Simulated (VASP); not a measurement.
Write the native input for VASP 6.6.1 that does the following.

| Property | Result |
| --- | --- |
| Task | single point |
| Functional | PBE |
| Potentials or basis | VASP PAW PBE potentials, release 64 (Li_sv, Mg, B, N) |
| Cutoff | 520 eV |
| k mesh | 8 × 8 × 8 |
| Occupations | gaussian, width 0.05 eV |
| Spin | no spin polarisation |
| Dipole correction | no |
| Further INCAR settings | ALGO = Normal; EDIFF = 1e-06; NBANDS = 17 |

The structure of LiMgBN2 lies in POSCAR:

```
LiMgBN2
1.0
   -2.0624284800      2.0624284800      4.4435220000
    2.0624284800     -2.0624284800      4.4435220000
    2.0624284800      2.0624284800     -4.4435220000
Li Mg B N
1 1 1 2
Direct
    0.2500000000      0.7500000000      0.5000000000
    0.7500000000      0.2500000000      0.5000000000
    0.5000000000      0.5000000000      0.0000000000
    0.6512635000      0.6512635000      0.0000000000
    0.3487365000      0.3487365000      0.0000000000
```

The cell comes from a database or a generator and needn't be the stable form of this composition.

The cell isn't the ideal one: strain +0.080 along x and y, +0.000 along z, atoms carried along.

One way to write it, as run:

INCAR

```
SYSTEM = LiMgBN2
PREC = Accurate ; ENCUT = 520
EDIFF = 1E-6 ; ISMEAR = 0
SIGMA = 0.05 ; LREAL = .False.
LASPH = .True. ; NELM = 100
ALGO = Normal ; ISIF = 2
LWAVE = .False. ; LCHARG = .True.
GGA = PE ; LELF = .True.
LVHAR = .True. ; NBANDS = 17
```

KPOINTS

```
regular mesh
0
Gamma
  8 8 8
  0 0 0
```

Potentials or basis: VASP PAW PBE potentials, release 64 (Li_sv, Mg, B, N).

Command:

```console
$ cat potpaw_PBE.64/Li_sv/POTCAR potpaw_PBE.64/Mg/POTCAR potpaw_PBE.64/B/POTCAR potpaw_PBE.64/N/POTCAR > POTCAR
$ mpirun -np 1 vasp_std > vasp.out
```

Results of the run:

* Largest force: 0.932 eV/Å
* Band gap on the k mesh: 2.08 eV, indirect (least direct gap 3.17 eV)

Run time: 90 s on 1 thread of Intel(R) Xeon(R) Platinum 8488C (Sapphire Rapids) (shared host), peak memory 0.28 GiB.
